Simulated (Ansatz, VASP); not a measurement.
# AlGaN2: VASP beside Ansatz, part 3 of 3

Aim: how closely do two programs agree when they are given the same cell, functional and k mesh? The cell is generated by rule, not measured, and may not be a known phase. The cell is taken from a series of runs on this material, whose earlier steps may have relaxed, scaled, displaced or heated it; both programs get it as it stands.

VASP 6.6.1 and Ansatz 0.2.0.

So far: The starting structure; VASP: zone-centre phonons, LDA.

The structure was built from a prototype and need not be the compound's stable phase.

## 3. Ansatz: zone-centre phonons, LDA

Level of this step: Ansatz beside VASP: Kohn-Sham DFT, plane waves, LDA (Ansatz).

Ansatz runs on its PAW soft_1 files.

The same cell, functional (in two slightly different forms) and mesh now go to Ansatz, which takes its cutoff from its data sets.

input.yaml reads:

```yaml
crystal:
  lattice:
    - [3.1190086489, 0.0, 0.0]
    - [-1.5595043245, 2.7011407246, 0.0]
    - [0.0, 0.0, 5.0527483055]
  atoms:
    - { symbol: Ga, position: [0.3333333333, 0.6666666667, 0.0009139633] }
    - { symbol: "N", position: [0.3333333333, 0.6666666667, 0.3852178764] }
    - { symbol: Al, position: [0.6666666667, 0.3333333333, 0.4986078111] }
    - { symbol: "N", position: [0.6666666667, 0.3333333333, 0.8712603493] }
kpoints:
  mp_grid: { grid: [9, 9, 6] }
hamiltonian:
  xc: lda
  pseudopotentials: { kind: paw, azcp: { folder: soft_1 }, xc_functional: pbe }
scf:
  occupations: { method: fixed }
output:
  eigenvalues: true
phonons:
  method: dfpt
  dielectric: true
  rigid_motions: translations
```

Run with:

```sh
ansatz run input.yaml --threads 8 --pin off --max-ram 20480MiB --backend cpu --events-out ev --progress --plain --runs-dir out
```

Numbers of over 12 decimals in the logs are rounded to 6 here.

Output:

```text
Engine: ansatz 0.2.0, aarch64-unknown-linux-gnu
Pseudopotentials: kind: paw
Pseudopotential: Ga, paw, valence charge 13, recommended cutoff 420 eV (normal), soft_1/Ga.paw.azcp
Pseudopotential: N, paw, valence charge 5, recommended cutoff 420 eV (normal), soft_1/N.paw.azcp
Pseudopotential: Al, paw, valence charge 3, recommended cutoff 420 eV (normal), soft_1/Al.paw.azcp
Functional definition: SPW92
  exchange = slater_x
  correlation = pw_c
Crystal: 4 atoms, lattice volume = 42.569 Å³
Basis set: ecut = 420 eV, 833 PW (Γ), exchange–correlation on 48×48×72 points (8 copies of the dense FFT grid, shifted against one another)
Bands: 17, of which v1, the nominal top of the filled ones, is band 13 counted from 1 (12 counted from 0)
Symmetry: 6 space group operations
k-points: 140 of 486 (irreducible under 2 space group operations, time reversal used)
Non-local potential: Ga, projectors of the file, l = 0: 2, l = 1: 2, l = 2: 3, l = 3: 1
Non-local potential: N, projectors of the file, l = 0: 2, l = 1: 2, l = 2: 1
Non-local potential: Al, projectors of the file, l = 0: 2, l = 1: 2, l = 2: 1
PAW form: soft (Blöchl's): semilocal exchange-correlation on the pseudo side does not see the compensation charge
PAW frozen core: Ga, regenerated for the run's functional, and the local potential with it (the file was generated under x = pbe(κ = 0.804, μ = 0.219515), c = pbe(β = 0.066725))
PAW frozen core: N, regenerated for the run's functional, and the local potential with it (the file was generated under x = pbe(κ = 0.804, μ = 0.219515), c = pbe(β = 0.066725))
PAW frozen core: Al, regenerated for the run's functional, and the local potential with it (the file was generated under x = pbe(κ = 0.804, μ = 0.219515), c = pbe(β = 0.066725))
PAW one-centre angular grid: Ga, 590 points (default); XC on 64 Gauss nodes
PAW one-centre angular grid: N, 110 points (default); XC on 64 Gauss nodes
PAW one-centre angular grid: Al, 110 points (default); XC on 64 Gauss nodes
Initial density: superposition of atomic densities (chi_scale 0.1, normalization cell, long waves kept (reshape's long-wave potential 0.13 eV rms))
Initial wavefunctions: pseudopotential atomic-orbital guess
Functional: x = slater, c = lda
SCF iter   1: F=—  HF=-4974.026945 eV  |F-HF|=—  |Δ(HF+E_count)|=         —  Δρ=1.24e-1  dr2=6.43e0  ethr=3.10e-3  ⟨swp⟩=4.2  Hψ=9927  notcnv=0  defer=126
preconditioner: auto → none  [insulator: Δε(μ)=4.156 eV  Ē_g=16.660 eV  n_scr=10 (ndim 8)  ℏωp=29.0 eV  f_vac=0.000  ε∞_Penn≈4.0]
SCF iter   2: F=—  HF=-4972.277918 eV  |F-HF|=—  |Δ(HF+E_count)|=    1.75e0  Δρ=6.56e-2  dr2=1.10e0  ethr=3.10e-3  ⟨swp⟩=2.9  Hψ=6140  notcnv=0  defer=273
SCF iter   3: F=—  HF=-4971.963094 eV  |F-HF|=—  |Δ(HF+E_count)|=   3.15e-1  Δρ=2.06e-2  dr2=9.51e-2  ethr=3.10e-3  ⟨swp⟩=2.1  Hψ=4303  notcnv=0  defer=211
SCF iter   4: F=—  HF=-4971.932794 eV  |F-HF|=—  |Δ(HF+E_count)|=   3.03e-2  Δρ=6.67e-3  dr2=1.48e-2  ethr=3.66e-4  ⟨swp⟩=2.0  Hψ=4711  notcnv=0  defer=280
SCF iter   5: F=—  HF=-4971.925291 eV  |F-HF|=—  |Δ(HF+E_count)|=   7.50e-3  Δρ=6.72e-4  dr2=8.39e-5  ethr=5.71e-5  ⟨swp⟩=2.0  Hψ=4454  notcnv=0  defer=280
SCF iter   6: F=—  HF=-4971.925295 eV  |F-HF|=—  |Δ(HF+E_count)|=   4.24e-6  Δρ=4.15e-4  dr2=7.90e-5  ethr=3.23e-7  ⟨swp⟩=2.0  Hψ=4254  notcnv=0  defer=279
SCF iter   7: F=—  HF=-4971.925279 eV  |F-HF|=—  |Δ(HF+E_count)|=   1.68e-5  Δρ=1.48e-4  dr2=1.01e-5  ethr=3.04e-7  ⟨swp⟩=2.2  Hψ=3408  notcnv=0  defer=34
SCF iter   8: F=—  HF=-4971.925276 eV  |F-HF|=—  |Δ(HF+E_count)|=   2.39e-6  Δρ=3.68e-5  dr2=4.11e-7  ethr=3.90e-8  ⟨swp⟩=2.2  Hψ=3288  notcnv=0
SCF iter   9: F=—  HF=-4971.925276 eV  |F-HF|=—  |Δ(HF+E_count)|=   3.38e-7  Δρ=1.27e-5  dr2=2.54e-8  ethr=1.58e-9  ⟨swp⟩=2.7  Hψ=3942  notcnv=0
SCF iter  10: F=—  HF=-4971.925276 eV  |F-HF|=—  |Δ(HF+E_count)|=   4.97e-9  Δρ=1.95e-6  dr2=6.53e-10  ethr=9.77e-11  ⟨swp⟩=1.3  Hψ=2809  notcnv=0
SCF iter  11: F=-4971.925276 eV  HF=-4971.925276 eV  |F-HF|=9.09e-12  |Δ(HF+E_count)|=  1.49e-10  Δρ=2.16e-7  dr2=1.61e-11  ethr=1.00e-12  ⟨swp⟩=6.1  Hψ=13089  notcnv=0
SCF 1 converged in 11 iterations: F = -4971.925276 eV  dr2 = 1.61e-11
  greatest PAW one-centre occupation: 0.996 electrons in one spin orbital (limit 2), on the Ga atom at site 0 (counted from 0), in its partial waves of l = 2
NSCF: frozen V_eff on 4 k-points
DFPT response loops at Γ: preconditioner auto → Resta (q_TF=auto, 2.513 Å⁻¹)  ε∞=4.4 (no band partly filled); β = 1.00, the filter's whole step (`scf.mixing.beta` (0.50) is not read by the response loops at its default; to damp them type it under 1.00, their step now; it binds the ground state too); Broyden in place of MSR1
── the response to a field inside a basis, on 10×10×6 k-points: an SCF that follows is theirs, and a resumed run solves both again ──
Bands: 14, of which v1, the nominal top of the filled ones, is band 13 counted from 1 (12 counted from 0)
k-points: 165 of 600 (irreducible under 2 space group operations, time reversal used)
Initial density: handed on by an earlier stage of this run
Initial wavefunctions: pseudopotential atomic-orbital guess (no wavefunctions were taken with the density)
Eigensolver: Dense (165 Hₖ)
SCF iter   1: F=—  HF=-4971.927159 eV  |F-HF|=—  |Δ(HF+E_count)|=         —  Δρ=4.08e-4  dr2=1.21e-5  ethr=1.00e-1
preconditioner: auto → none  [insulator: Δε(μ)=3.451 eV  Ē_g=13.838 eV  n_scr=10 (ndim 8)  ℏωp=29.0 eV  f_vac=0.000  ε∞_Penn≈5.4]
SCF iter   2: F=—  HF=-4971.927158 eV  |F-HF|=—  |Δ(HF+E_count)|=   1.10e-6  Δρ=2.14e-4  dr2=4.90e-6  ethr=4.65e-8
SCF iter   3: F=—  HF=-4971.927159 eV  |F-HF|=—  |Δ(HF+E_count)|=   1.22e-6  Δρ=8.22e-5  dr2=2.44e-6  ethr=1.89e-8
SCF iter   4: F=-4971.927158 eV  HF=-4971.927158 eV  |F-HF|=9.18e-9  |Δ(HF+E_count)|=   1.03e-6  Δρ=9.26e-6  dr2=1.97e-8  ethr=9.37e-9
SCF 1 converged in 4 iterations: F = -4971.927158 eV  dr2 = 1.97e-8
DFPT response loops at Γ: preconditioner auto → Resta (q_TF=auto, 2.513 Å⁻¹)  ε∞=4.2 (no band partly filled); β = 1.00, the filter's whole step (`scf.mixing.beta` (0.50) is not read by the response loops at its default; to damp them type it under 1.00, their step now; it binds the ground state too); Broyden in place of MSR1
SCF converged after 11 iterations
Free energy (F): -4971.925276 eV
Harris-Foulkes:  -4971.925276 eV  (|F-HF|=9.09e-12)
Internal energy: -4971.925276 eV  (E = F + TS)
E sigma→0 (E₀):  -4971.925276 eV
Fermi energy:    8.539901 eV
--- Per-component energies (eV) ---
  E_band       = 0.666561
  E_kinetic    = 398.720133
  E_local      = -1997.223997  (includes V_loc(G=0)·N_el)
  E_nonlocal   = -5.004210
  E_hartree    = 1154.185895
  E_xc         = -220.017757
  E_vxc        = -238.349673  (∫ρ·V_xc dr)
  E_paw        = -2604.186908  (= ΣΔE_a)
  E_vpaw       = -465.848902  (= ΣTr[D̂ρ^β])
  E_aug_tail   = 0.001436  (compensation charges beyond the density's cutoff)
  E_ewald      = -1700.344153
  E_core_change = 1.944286  (= ΣΔE_core)
  E_smearing   = -0.000000  (= −TS)
  E_closure    = -0.000000  (closes the sum)
  Σ components = -4971.925276   (vs F -4971.925276, Δ=0.00e0)
--- Band table (eV; the first three rows and the last of 140) ---
  k-point 0: bands = [... 9 lower, 7.4044, 8.4266, 8.5399, 8.5399, 11.6300, 14.1814, 18.3073, 19.0832]
  k-point 1: bands = [... 9 lower, 7.4472, 7.7784, 8.4938, 8.4938, 12.1575, 14.2505, 18.1303, 19.0561]
  k-point 2: bands = [... 9 lower, 7.5472, 7.5472, 8.3874, 8.3874, 13.0750, 14.3635, 17.7578, 18.6397]
  k-point 139: bands = [... 9 lower, 5.6018, 5.7089, 6.9065, 7.1406, 14.4099, 14.8263, 16.9613, 17.4874]
--- Phonons (Γ-DFPT): 8 representative perturbations + reference, on 140 of 486 k-points (Σ response iterations 25) ---
  k mesh reduced under 2 symmetry operations, with k and −k counted as one. Each operation leaves every solved perturbation unchanged. A smaller set is not considered because the run solves the response to a homogeneous field
  ASR residual: 2.032e-4 → 0.000e0 eV/Å²; symmetrization residual: 5.259e-6 eV/Å²
  ASR residual per site (eV/Å²): 2.03e-4 1.43e-4 9.28e-6 1.35e-4
  Γ frequencies (cm⁻¹): 0.00 0.00 0.00 185.11 185.11 424.58 577.94 577.94 605.37 653.80 653.80 715.83
  ε∞ (high-frequency dielectric tensor):
        4.969366     0.000000     0.000000
        0.000000     4.969366    -0.000000
        0.000000    -0.000000     5.132406
  ε⁰ (static dielectric tensor: ions relaxed, cell fixed):
        8.825320     0.000000     0.000000
        0.000000     8.825320    -0.000000
        0.000000    -0.000000     9.937220
  ε⁰ − ε∞ (ionic part):
        3.855954     0.000000     0.000000
        0.000000     3.855954    -0.000000
        0.000000    -0.000000     4.804814
  softest optical mode at Γ: 185.11 cm⁻¹; the repairs (sum rule, projections) moved no ω² at Γ by more than (2.00 cm⁻¹)²
  Born effective charges Z* (e; rows j = field, columns β = displacement):
    site 0:
         2.59161    0.00000    0.00000
         0.00000    2.59161   -0.00000
         0.00000   -0.00000    2.56251
    site 1:
        -2.46563   -0.00000   -0.00000
        -0.00000   -2.46563    0.00000
        -0.00000    0.00000   -2.72115
    site 2:
         2.51044    0.00000    0.00000
         0.00000    2.51044   -0.00000
         0.00000   -0.00000    2.82359
    site 3:
        -2.63643   -0.00000   -0.00000
        -0.00000   -2.63643    0.00000
        -0.00000    0.00000   -2.66496
  Z* charge neutrality: 1.968e-3 e pre-enforcement
  solved inside a basis spanned on kpoints, on 10×10×6 k-points, its susceptibility summed on 16×16×10: ε∞ is read to err by 1.4e-2, Z* by 1.5e-2 e (field_mesh: kpoints solves on kpoints); Z* is corrected for what the basis lacks
  optical modes at Γ without the LO–TO term, one row a degenerate level:
      ω (cm⁻¹)  modes    IR ((D/Å)²/amu)
        185.11      2             0.0312
        424.58      1             2.4545
        577.94      2            26.0600
[...]
optical modes at Γ + LO–TO along q̂ = [1.0000, 0.0000, 0.0000]:
      ω (cm⁻¹)  modes    IR ((D/Å)²/amu)
[...]
optical modes at Γ + LO–TO along q̂ = [0.0000, 1.0000, 0.0000]:
      ω (cm⁻¹)  modes    IR ((D/Å)²/amu)
[...]
715.83      1             0.9660
        827.99      1            28.4280
  optical modes at Γ + LO–TO along q̂ = [0.0000, 0.0000, 1.0000]:
      ω (cm⁻¹)  modes    IR ((D/Å)²/amu)
        185.11      2             0.0312
        435.09      1             0.3382
        577.94      2            26.0600
        653.80      2            32.0547
        710.13      1             0.6471
        828.60      1            31.8984
```

## 4. Differences

Known differences besides the potentials themselves: the two LDA forms differ slightly; fixed occupations in Ansatz, narrow Gaussian smearing in VASP; VASP's response is taken on the typed mesh, Ansatz refines its own for the field response alone; the cutoff is 420 eV in Ansatz and 600 eV in VASP; VASP's log shows a relativistic correction to its local exchange, Ansatz's none. Total energies have different zeros and are not compared.

Compared:

```tsv
quantity	Ansatz	VASP	difference
ε∞ xx	4.97	4.95	+0.35 %
ε∞ yy	4.97	4.95	+0.35 %
ε∞ zz	5.13	5.11	+0.49 %
Born charge of Ga1 (mean of the diagonal) (e)	2.58	2.58	0.00
Born charge of N2 (mean of the diagonal) (e)	-2.55	-2.54	-0.01
Born charge of Al4 (mean of the diagonal) (e)	2.61	2.60	+0.02
optical mode 1 to 2 (cm⁻¹)	185.1	184.4	+0.40 %
optical mode 3 (cm⁻¹)	424.6	427.3	-0.64 %
optical mode 4 to 5 (cm⁻¹)	577.9	583.4	-0.94 %
optical mode 6 (cm⁻¹)	605.4	610.2	-0.79 %
optical mode 7 to 8 (cm⁻¹)	653.8	659.4	-0.86 %
optical mode 9 (cm⁻¹)	715.8	720.0	-0.58 %
```

Modes are paired by rising frequency, not by their patterns, so a pair may set unlike modes beside each other; they are those without the splitting of longitudinal modes.

## 5. Results

- r.m.s. difference of the optical zone-centre modes, each program's sorted by frequency (zone-centre phonons, LDA): 4.4 cm⁻¹
- difference in optical mode 4 to 5 (zone-centre phonons, LDA): -0.9 %

**Reading.** The r.m.s. difference of the optical zone-centre modes, each program's sorted by frequency is 4.4 cm⁻¹ (zone-centre phonons, LDA). Among the rows given in per cent, the largest difference of the zone-centre phonons, LDA pair is in optical mode 4 to 5, -0.9 %. How closely two codes agree says nothing of how well the functional describes the real material.

[Lines on the potential files, build, host, timing and source positions are cut from VASP's logs without a mark.]

[Logs are printed without paths, hosts, clocks, repeated set-up lines and the standing remarks that a program may print on its own settings, such as how far it seeks lower states.]

[Hosts, paths, dates, database ids (printed as entryN), source tags and the programs' standing remarks are cut or masked in the printed files.]
